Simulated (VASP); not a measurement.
Output of a VASP run:

### OSZICAR
```
       N       E                     dE             d eps       ncg     rms          rms(c)
DAV:   1     0.111288549259E+03    0.11129E+03   -0.91623E+03  3638   0.145E+03
DAV:   2    -0.770117127168E+01   -0.11899E+03   -0.11401E+03  3711   0.387E+02
DAV:   3    -0.912672022185E+01   -0.14255E+01   -0.14190E+01  4227   0.482E+01
DAV:   4    -0.913496947967E+01   -0.82493E-02   -0.82475E-02  3995   0.374E+00
DAV:   5    -0.913508963848E+01   -0.12016E-03   -0.12016E-03  4181   0.418E-01    0.142E+01
DAV:   6    -0.863745307754E+01    0.49764E+00   -0.10144E+00  3804   0.154E+01    0.541E+00
DAV:   7    -0.860579969999E+01    0.31653E-01   -0.35905E-02  4269   0.252E+00    0.222E+00
DAV:   8    -0.860014166642E+01    0.56580E-02   -0.60973E-03  3804   0.134E+00    0.284E-01
DAV:   9    -0.859994236310E+01    0.19930E-03   -0.17949E-04  4275   0.231E-01    0.572E-02
DAV:  10    -0.859994931593E+01   -0.69528E-05   -0.35133E-06  4112   0.268E-02    0.363E-03
DAV:  11    -0.859994928276E+01    0.33172E-07   -0.24699E-07  2238   0.759E-03
   1 F= -.51550173E+01 E0= -.51551735E+01  d E =-.515502E+01
       N       E                     dE             d eps       ncg     rms          rms(c)
DAV:   1    -0.148075867096E+02   -0.62076E+01   -0.11611E+02  3867   0.178E+02    0.376E+01
DAV:   2    -0.806484379183E+01    0.67427E+01   -0.12417E+01  3678   0.598E+01    0.490E+00
DAV:   3    -0.763352423570E+01    0.43132E+00   -0.99029E-01  4053   0.158E+01    0.478E+00
DAV:   4    -0.763693087706E+01   -0.34066E-02   -0.30246E-02  4065   0.251E+00    0.169E+00
DAV:   5    -0.764146450396E+01   -0.45336E-02   -0.68736E-03  4068   0.108E+00    0.141E-01
DAV:   6    -0.764125075781E+01    0.21375E-03   -0.18908E-04  4086   0.174E-01    0.307E-02
DAV:   7    -0.764124792805E+01    0.28298E-05   -0.69239E-06  4220   0.441E-02    0.158E-03
DAV:   8    -0.764124760311E+01    0.32494E-06   -0.83693E-08  2430   0.472E-03
   2 F= -.47377442E+01 E0= -.47377618E+01  d E =0.417273E+00
       N       E                     dE             d eps       ncg     rms          rms(c)
DAV:   1    -0.136536655256E+02   -0.60124E+01   -0.93247E+01  3927   0.175E+02    0.156E+01
DAV:   2    -0.860224965108E+01    0.50514E+01   -0.12341E+01  3792   0.520E+01    0.894E+00
DAV:   3    -0.850749312426E+01    0.94757E-01   -0.45689E-01  4203   0.909E+00    0.423E+00
DAV:   4    -0.851726711329E+01   -0.97740E-02   -0.24620E-02  3987   0.211E+00    0.155E+00
DAV:   5    -0.852124690262E+01   -0.39798E-02   -0.44195E-03  4113   0.852E-01    0.133E-01
DAV:   6    -0.852106079557E+01    0.18611E-03   -0.11435E-04  3966   0.158E-01    0.187E-02
DAV:   7    -0.852105601579E+01    0.47798E-05   -0.39515E-06  4244   0.315E-02    0.103E-02
DAV:   8    -0.852105569585E+01    0.31993E-06   -0.10745E-07  2229   0.554E-03
   3 F= -.51725382E+01 E0= -.51726679E+01  d E =-.175209E-01
       N       E                     dE             d eps       ncg     rms          rms(c)
DAV:   1    -0.851647175633E+01    0.45843E-02   -0.11246E-02  3876   0.183E+00    0.223E-01
DAV:   2    -0.851577720048E+01    0.69456E-03   -0.15570E-03  3798   0.621E-01    0.384E-02
DAV:   3    -0.851576341126E+01    0.13789E-04   -0.39681E-05  4056   0.923E-02    0.190E-02
DAV:   4    -0.851576472166E+01   -0.13104E-05   -0.56507E-06  3885   0.333E-02    0.143E-03
DAV:   5    -0.851576469882E+01    0.22839E-07   -0.11178E-07  2088   0.543E-03
   4 F= -.51726100E+01 E0= -.51727381E+01  d E =-.175927E-01
```

File OUTCAR:
```
------------------------ aborting loop because EDIFF is reached ----------------------------------------
  FORCE on cell =-STRESS in cart. coord.  units (eV):
  Direction    XX          YY          ZZ          XY          YZ          ZX
  --------------------------------------------------------------------------------------
  Total        3.3285038      3.3285038      3.3285038      0.0000000      0.0000000      0.0000000
  in kB      448.0279353    448.0279353    448.0279353      0.0000000      0.0000000      0.0000000
  external PRESSURE =      -1.9720647 kB  Pullay stress =     450.0000000 kB
  volume of cell :       11.90
      direct lattice vectors                 reciprocal lattice vectors
     0.000000000  1.812208580  1.812208580    -0.275906430  0.275906430  0.275906430
     1.812208580 -0.000000000  1.812208580     0.275906430 -0.275906430  0.275906430
     1.812208580  1.812208580  0.000000000     0.275906430  0.275906430 -0.275906430
 POSITION                                       TOTAL-FORCE (eV/Angst)
 -----------------------------------------------------------------------------------
      1.81221      1.81221      3.62442        -0.000000      0.000000      0.000000
 -----------------------------------------------------------------------------------
    total drift:                               -0.000000     -0.000000      0.000000
  FREE ENERGIE OF THE ION-ELECTRON SYSTEM (eV)
  ---------------------------------------------------
  free  energy   TOTEN  =        -8.5157646988 eV

  energy  without entropy=       -8.5161490644  energy(sigma->0) =       -8.51589282
  enthalpy is  TOTEN    =        -5.1726099980 eV   P V=        3.3431547009

 reached required accuracy - stopping structural energy minimisation
```
(Selected blocks of OUTCAR.)

File POSCAR:
```
Rh
1
    0.0000000000     1.8304150288     1.8304150288
    1.8304150288     0.0000000000     1.8304150288
    1.8304150288     1.8304150288     0.0000000000
Rh
1
Direct
  0.0000000000   0.0000000000   0.0000000000
```

Q: Write an INCAR and KPOINTS that could have produced this output.

A: Several could match; the one computed here: the input of the run itself, LDA (Ceperley-Alder, Perdew-Zunger), plane waves, VASP's LDA PAW potentials (set 64).

### INCAR
```
SYSTEM = Rh
PREC = Accurate
ENCUT = 500
EDIFF = 1E-6
NELM = 100
ALGO = Normal
LREAL = .FALSE.
LASPH = .TRUE.
ISMEAR = 1
SIGMA = 0.1
LMAXMIX = 4
LWAVE = .FALSE.
LCHARG = .FALSE.
IBRION = 2
ISIF = 3
NSW = 40
EDIFFG = -0.02
PSTRESS = 450
```

**KPOINTS**
```
Automatic mesh
0
Gamma
 17 17 17
0 0 0
```

POTCAR, in this order: Rh_pv (LDA.64 set). Program: vasp_std.

Energy and stress use the plane-wave basis of the starting cell.

The compound is Rh in the fcc structure. This run relaxes it under an external pressure of 45 GPa. Symmetry was kept, so distortions that lower it aren't found.
